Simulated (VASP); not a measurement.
Consider the following.

```
CELL_PARAMETERS angstrom
     -2.13000     2.13000     2.13000
      2.13000    -2.13000     2.13000
      2.13000     2.13000    -2.13000
ATOMIC_POSITIONS crystal
  Na 0.00000 0.00000 0.00000
```

Level of theory: PBEsol GGA, VASP's PBE PAW potentials (set 64) (plane waves; VASP 6.6.1). Settings: 480 eV cut-off, 11×11×11 Γ-centred mesh, first-order Methfessel-Paxton smearing of 0.10 eV, potentials Na_pv.

Energy and stress use the plane-wave basis of the starting cell.

Question: The ions, cell shape and volume are relaxed. Predict the relaxed structure.

Answer: 
```
CELL_PARAMETERS angstrom
     -2.08279     2.08279     2.08279
      2.08279    -2.08279     2.08279
      2.08279     2.08279    -2.08279
ATOMIC_POSITIONS crystal
  Na 0.00000 0.00000 0.00000
```
Space group Im-3m (229), at a tolerance of 0.03 Å.

Question: How do energy and volume change from the first to the last step?

Answer: The energy (σ→0) changes by -4.0 meV/atom and the volume by -6.5 %, in 3 ionic steps.

The compound is Na in the bcc structure. This run relaxes it. Symmetry was kept, so distortions that lower it aren't found.
